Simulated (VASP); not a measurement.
The system is AlC3.

```
CELL_PARAMETERS angstrom
3.20793 0.00000 0.00000
0.00000 3.20793 0.00000
0.00000 0.00000 3.20793
ATOMIC_POSITIONS crystal
Al 0.00000 0.00000 0.00000
C 0.00000 0.50000 0.50000
C 0.50000 0.00000 0.50000
C 0.50000 0.50000 0.00000
```

The cell comes from a database or a generator and needn't be the stable form of this composition.

Base run:

- Program: VASP 6.6.1
- Functional: PBE
- Potentials or basis: VASP PAW PBE potentials, release 64 (Al, C)
- Cutoff: 520 eV
- k mesh: 9 × 9 × 9
- Occupations: methfessel-paxton, width 0.01 eV
- Spin: no spin polarisation

Its results: band gap on the k mesh none (metal or under the smearing width); pressure -0.1 GPa.

Problem. The run is repeated on the same cell with these changes: functional from PBE to r2SCAN; further incar settings from ALGO = Normal; EDIFF = 1e-07; NBANDS = 16 to ALGO = Normal; EDIFF = 1e-06; NBANDS = 16. What comes out?

Solution. Band gap on the k mesh none (metal or under the smearing width); pressure -2.5 GPa.

Caveats: the PAW data sets were made with another functional, which shifts forces and pressure a little (some runs).
